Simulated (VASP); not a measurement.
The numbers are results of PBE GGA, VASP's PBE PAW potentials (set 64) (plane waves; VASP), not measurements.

VASP ran on this input.

KPOINTS:
```
Automatic mesh
0
Gamma
1 1 1
0 0 0
```

**INCAR**
```
! general
SYSTEM  = Ga35N35O
PREC    = Normal
ENCUT   = 400
LREAL   = Auto
LASPH   = T
ISYM    = 0
NELECT  = 287.0

! electronic loop
EDIFF   = 1E-5   ! SCF stop (eV)
NELM    = 100
NELMIN  = 4
ALGO    = Fast
LMAXMIX = 4

! smearing
ISMEAR  = 0
SIGMA   = 0.05

! functional
GGA     = PE   ! PBE

! spin
ISPIN   = 2   ! spin-polarised
MAGMOM  = 71*0.0141
NUPDOWN = 1

! ions
IBRION  = 2
NSW     = 70   ! most ionic steps
ISIF    = 2   ! forces and stress, cell fixed
EDIFFG  = -0.03   ! ionic stop

! output
LWAVE   = T
LCHARG  = F
LORBIT  = 10
```

**POSCAR**
```
Ga35N35O
1.0
  4.8683178927  -8.4321738171   0.0000000000
  4.8683178927   8.4321738171   0.0000000000
  0.0000000000   0.0000000000  10.5562839806
Ga N O
35 35 1
Direct
  0.2232980000   0.1178400000   0.2535570000
  0.1111110000   0.2222220000   0.0000000000
  0.2236670000   0.1151180000   0.7511530000
  0.1116110000   0.2201780000   0.5045650000
  0.2222220000   0.4444440000   0.2500000000
  0.1111110000   0.5555560000   0.0000000000
  0.2222220000   0.4444440000   0.7500000000
  0.1111110000   0.5555560000   0.5000000000
  0.2222220000   0.7777780000   0.2500000000
  0.1111110000   0.8888890000   0.0000000000
  0.2222220000   0.7777780000   0.7500000000
  0.1111110000   0.8888890000   0.5000000000
  0.5541090000   0.1085110000   0.2531100000
  0.4444440000   0.2222220000   0.0000000000
  0.5548390000   0.1116940000   0.7530730000
  0.5564580000   0.4490470000   0.2480600000
  0.4444440000   0.5555560000   0.0000000000
  0.5604160000   0.4461210000   0.7515110000
  0.4480330000   0.5619390000   0.4961040000
  0.5555560000   0.7777780000   0.2500000000
  0.4444440000   0.8888890000   0.0000000000
  0.5555560000   0.7777780000   0.7500000000
  0.4444440000   0.8888890000   0.5000000000
  0.8888890000   0.1111110000   0.2500000000
  0.7777780000   0.2222220000   0.0000000000
  0.8888890000   0.1111110000   0.7500000000
  0.7766620000   0.2240030000   0.5041540000
  0.8888890000   0.4444440000   0.2500000000
  0.7777780000   0.5555560000   0.0000000000
  0.8888890000   0.4444440000   0.7500000000
  0.7779330000   0.5581640000   0.5035010000
  0.8888890000   0.7777780000   0.2500000000
  0.7777780000   0.8888890000   0.0000000000
  0.8888890000   0.7777780000   0.7500000000
  0.7777780000   0.8888890000   0.5000000000
  0.2220850000   0.1097950000   0.4387180000
  0.1111110000   0.2222220000   0.1885000000
  0.2222220000   0.1111110000   0.9385000000
  0.1111110000   0.2222220000   0.6885000000
  0.2222220000   0.4444440000   0.4385000000
  0.1111110000   0.5555560000   0.1885000000
  0.2222220000   0.4444440000   0.9385000000
  0.1111110000   0.5555560000   0.6885000000
  0.2222220000   0.7777780000   0.4385000000
  0.1111110000   0.8888890000   0.1885000000
  0.2222220000   0.7777780000   0.9385000000
  0.1111110000   0.8888890000   0.6885000000
  0.5576730000   0.1158910000   0.4420290000
  0.4444440000   0.2222220000   0.1885000000
  0.5555560000   0.1111110000   0.9385000000
  0.4403650000   0.2195880000   0.6891000000
  0.4444440000   0.5555560000   0.1885000000
  0.5555560000   0.4444440000   0.9385000000
  0.4444440000   0.5555560000   0.6885000000
  0.5555560000   0.7777780000   0.4385000000
  0.4444440000   0.8888890000   0.1885000000
  0.5555560000   0.7777780000   0.9385000000
  0.4444440000   0.8888890000   0.6885000000
  0.8888890000   0.1111110000   0.4385000000
  0.7777780000   0.2222220000   0.1885000000
  0.8888890000   0.1111110000   0.9385000000
  0.7777780000   0.2222220000   0.6885000000
  0.8888890000   0.4444440000   0.4385000000
  0.7777780000   0.5555560000   0.1885000000
  0.8888890000   0.4444440000   0.9385000000
  0.7777780000   0.5555560000   0.6885000000
  0.8888890000   0.7777780000   0.4385000000
  0.7777780000   0.8888890000   0.1885000000
  0.8888890000   0.7777780000   0.9385000000
  0.7777780000   0.8888890000   0.6885000000
  0.5585590000   0.4474720000   0.4432890000
```

POTCAR, in this order: Ga N O (PBE.64 set). Program: vasp_gam.

Problem. What will the output report for the number of irreducible k-points (NKPTS), largest plane-wave count, FFT grid (NGX, NGY, NGZ)?

Solution. 
* **number of irreducible k-points (NKPTS)**: 1
* **largest plane-wave count**: 7908
* **FFT grid (NGX, NGY, NGZ)**: 48 × 48 × 54

The cell is a supercell with a defect, built from GaN (wurtzite): O_N-vac_Ga, charge -1.
